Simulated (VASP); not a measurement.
## BeS (zinc blende): computed properties

Computed with r2SCAN meta-GGA, VASP's PBE PAW potentials (set 64) (plane waves; VASP).

```json
{
 "space_group": "F-43m (216)",
 "cell": "a = b = c = 4.874 Å, α = β = γ = 90.00°",
 "volume_per_atom": "14.47 Å^3/atom",
 "band gap (over mesh and band path)": "3.61 eV",
 "smallest direct gap (over mesh and band path)": "6.26 eV",
 "band_edge_character": "indirect, Γ to X",
 "density": "2.36 g/cm³",
 "mean ε∞ (independent particles)": "5.21"
}
```

```yaml
crystal:
  lattice:
    - [0.00000, 2.43699, 2.43699]
    - [2.43699, 0.00000, 2.43699]
    - [2.43699, 2.43699, 0.00000]
  atoms:
    - { symbol: Be, position: [0.00000, 0.00000, 0.00000] }
    - { symbol: S, position: [0.25000, 0.25000, 0.25000] }
```

Measured: a 4.870 Å (computed value off by +0.1 %), as given by Narayana, Nesamony, Ruoff (BeS at high pressure [core.ac.uk copy)]. The calculation is for a static lattice, while the measured a holds thermal and zero-point effects, which are part of the difference.

The compound is BeS in the zinc blende structure. It was relaxed first. Symmetry was kept, so distortions that lower it aren't found.
